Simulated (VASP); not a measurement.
TiN: band structure with PBEsol

TiN:

```
CELL_PARAMETERS angstrom
0.00000 2.10294 2.10294
2.10294 0.00000 2.10294
2.10294 2.10294 0.00000
ATOMIC_POSITIONS crystal
Ti 0.00000 0.00000 0.00000
N 0.50000 0.50000 0.50000
```

The cell was built by a generator and needn't be a form met in nature.

```yaml
Program: VASP 6.6.1
Task: band structure
Functional: PBEsol
Potentials_or_basis: VASP PAW PBE potentials, release 64 (Ti_sv, N)
Cutoff: 520 eV
k_mesh: 16 × 16 × 16
Occupations: methfessel-paxton, width 0.1 eV
Spin: no spin polarisation
Further_INCAR_settings: ALGO = Normal; EDIFF = 1e-07; NBANDS = 16
```

- Pressure: 0.1 GPa
- Band gap along the path: none (metal or under the smearing width)

Levels at the corners of the path, in eV from the Fermi level:
```csv
point,band 6,band 7,band 8,band 9,band 10,band 11,band 12,band 13
Γ,-2.06,-2.06,-2.06,-0.66,-0.66,-0.66,0.58,0.58
X,-5.91,-3.26,-3.26,-3.24,1.70,2.50,2.50,3.83
X,-5.91,-3.26,-3.26,-3.24,1.70,2.50,2.50,3.83
W,-5.58,-5.58,-5.49,0.95,0.95,2.51,3.31,4.03
W,-5.58,-5.58,-5.49,0.95,0.95,2.51,3.31,4.03
K,-5.96,-5.82,-4.56,-0.50,2.07,2.42,3.79,3.91
K,-5.96,-5.82,-4.56,-0.50,2.07,2.42,3.79,3.91
Γ,-2.06,-2.06,-2.06,-0.66,-0.66,-0.66,0.58,0.58
Γ,-2.06,-2.06,-2.06,-0.66,-0.66,-0.66,0.58,0.58
L,-8.28,-5.63,-5.63,1.76,1.76,2.47,5.97,5.97
L,-8.28,-5.63,-5.63,1.76,1.76,2.47,5.97,5.97
U,-5.96,-5.82,-4.56,-0.50,2.07,2.42,3.79,3.91
U,-5.96,-5.82,-4.56,-0.50,2.07,2.42,3.79,3.91
W,-5.58,-5.58,-5.49,0.95,0.95,2.51,3.31,4.03
W,-5.58,-5.58,-5.49,0.95,0.95,2.51,3.31,4.03
L,-8.28,-5.63,-5.63,1.76,1.76,2.47,5.97,5.97
L,-8.28,-5.63,-5.63,1.76,1.76,2.47,5.97,5.97
K,-5.96,-5.82,-4.56,-0.50,2.07,2.42,3.79,3.91
U,-5.96,-5.82,-4.56,-0.50,2.07,2.42,3.79,3.91
X,-5.91,-3.26,-3.26,-3.24,1.70,2.50,2.50,3.83
```

Core levels (eV, on the scale of the bands):
```
atom                            levels
1 Ti  1s -4852.0, 2s -520.7, 2p -428.0
 2 N                         1s -366.1
```

Run time: 53 s on 1 thread of Intel(R) Xeon(R) Platinum 8488C (Sapphire Rapids), with other jobs on the host, peak memory 0.19 GiB.

Caveat: the PAW data sets were made with another functional, which shifts forces and pressure a little.
